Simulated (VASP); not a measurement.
A run of VASP 6.6.1 is set up as follows.

The input INCAR:

```
SYSTEM = TaHg3S4
ALGO = Normal ; EDIFF = 1E-7
ENCUT = 520 ; GGA = PE
ISIF = 2 ; ISMEAR = 0
LASPH = .True. ; LCHARG = .False.
LREAL = .False. ; LWAVE = .False.
NBANDS = 46 ; NELM = 100
PREC = Accurate ; SIGMA = 0.1095
```

File KPOINTS:

```
k-points
0
Gamma
  4 4 4
  0 0 0
```

File POSCAR:

```
TaHg3S4
1.0
   -3.7418990000      3.7418990000      3.7418990000
    3.7418990000     -3.7418990000      3.7418990000
    3.7418990000      3.7418990000     -3.7418990000
S Hg Ta
4 3 1
Direct
    0.3600000000      0.3600000000      0.3600000000
    0.6400000000      0.0000000000      0.0000000000
    0.0000000000      0.0000000000      0.6400000000
    0.0000000000      0.6400000000      0.0000000000
    0.0000000000      0.5000000000      0.5000000000
    0.5000000000      0.0000000000      0.5000000000
    0.5000000000      0.5000000000      0.0000000000
    0.0000000000      0.0000000000      0.0000000000
```

Potentials or basis: VASP PAW PBE potentials, release 64 (S, Hg, Ta_pv).

Launch:

```bash
$ cat potpaw_PBE.64/S/POTCAR potpaw_PBE.64/Hg/POTCAR potpaw_PBE.64/Ta_pv/POTCAR > POTCAR
$ mpirun -np 1 vasp_std > vasp.out
```

(1) Predict the largest force.

(2) Predict the band gap on the k mesh.

## Answers

(1) 0.449 eV/Å.

(2) none (metal or under the smearing width).
